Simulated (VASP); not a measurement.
Method: rev-vdW-DF2, VASP's PBE PAW potentials (set 64) (plane waves; VASP 6.6.1).

VASP input:

File POSCAR:
```
PbSe
4.3604760
  0.0000000000   0.7071067915   0.7071067915
  0.7071067915   0.0000000000   0.7071067915
  0.7071067915   0.7071067915   0.0000000000
Pb Se
1 1
Cart
  0.0000000000   0.0000000000   0.0000000000
  0.7071067915   0.7071067915   0.7071067915
```

### INCAR
```
! general
SYSTEM  =PbSe
PREC    =Accurate
ENCUT   =520
LREAL   =F
LASPH   =T

! electronic loop
EDIFF   =1E-7
NELM    =100
ALGO    =Normal
LMAXMIX =4

! smearing
ISMEAR  =-5

! functional
GGA     =MK
LUSE_VDW=T
AGGAC   =0.0
PARAM1  =0.1234568
PARAM2  =0.7114
ZAB_VDW =-1.8867

! ions
ISIF    =2

! output
LWAVE   =F
LCHARG  =T
LORBIT  =11
NEDOS   =601
```

### KPOINTS
```
Automatic mesh
0
Gamma
8 8 8
0 0 0
```

POTCAR, in this order: Pb_d Se (PBE.64 set). Program: vasp_std.

Unless said otherwise, spin-orbit coupling is left out, though it shifts the bands of the heavy elements here.

Estimate the energy per atom (σ→0), band gap (on the k-mesh).

```
Quantity                           Value
------------------------  --------------
energy per atom (σ→0)     -2.000 eV/atom
band gap (on the k-mesh)         0.34 eV
```

OSZICAR:
```
...
DAV:   7    -0.399793199294E+01    0.38702E-02   -0.12196E-01   880   0.190E+00    0.801E-01
DAV:   8    -0.400053238027E+01   -0.26004E-02   -0.12781E-02   896   0.150E+00    0.169E-01
DAV:   9    -0.400003034587E+01    0.50203E-03   -0.25517E-03  1224   0.572E-01    0.549E-02
DAV:  10    -0.400009211729E+01   -0.61771E-04   -0.18381E-04   854   0.115E-01    0.174E-02
DAV:  11    -0.400009571494E+01   -0.35977E-05   -0.43005E-05  1024   0.797E-02    0.508E-03
DAV:  12    -0.400009570460E+01    0.10337E-07   -0.26329E-06   998   0.138E-02    0.172E-03
DAV:  13    -0.400009562977E+01    0.74827E-07   -0.22016E-07   888   0.419E-03
   1 F= -.40000956E+01 E0= -.40000956E+01  d E =0.000000E+00
```

The compound is PbSe in the rock salt structure. It was relaxed first.
